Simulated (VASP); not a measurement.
Computed with vdW-DF-cx, VASP's PBE PAW potentials (set 64) (plane waves; VASP 6.6.1).

A VASP calculation is set up with these files.

### INCAR
```
! general
SYSTEM  =Pt3Ti
PREC    =Accurate
ENCUT   =520
LREAL   =.FALSE.
LASPH   =.TRUE.

! electronic loop
EDIFF   =1E-7
NELM    =100
ALGO    =Normal
LMAXMIX =6

! smearing
ISMEAR  =-5

! functional
GGA     =CX
LUSE_VDW=.TRUE.
AGGAC   =0.0

! ions
ISIF    =2

! output
LWAVE   =.FALSE.
LCHARG  =.TRUE.
LORBIT  =11
NEDOS   =601

! other
LEFG    =.TRUE.
```

**POSCAR**
```
Pt3Ti
1
    3.9092735820     0.0000000000     0.0000000000
    0.0000000000     3.9092735820     0.0000000000
   -0.0000000000     0.0000000000     3.9092735820
Ti Pt
1 3
Direct
  0.0000000000   0.0000000000   0.0000000000
  0.0000000000   0.5000000000   0.5000000000
  0.5000000000   0.0000000000   0.5000000000
  0.5000000000   0.5000000000   0.0000000000
```

KPOINTS:
```
Automatic
0
G
9 9 9
0 0 0
```

POTCAR, in this order: Ti_sv Pt (PBE.64 set). Program: vasp_std.

Task: What will the output report for the number of irreducible k-points (NKPTS), largest plane-wave count, number of space-group operations, FFT grid (NGX, NGY, NGZ)?

Result: 
- number of irreducible k-points (NKPTS): 35
- largest plane-wave count: 1629
- number of space-group operations: 48
- FFT grid (NGX, NGY, NGZ): 30 × 30 × 30

The compound is Pt3Ti in the L1_2 structure. It was relaxed first.
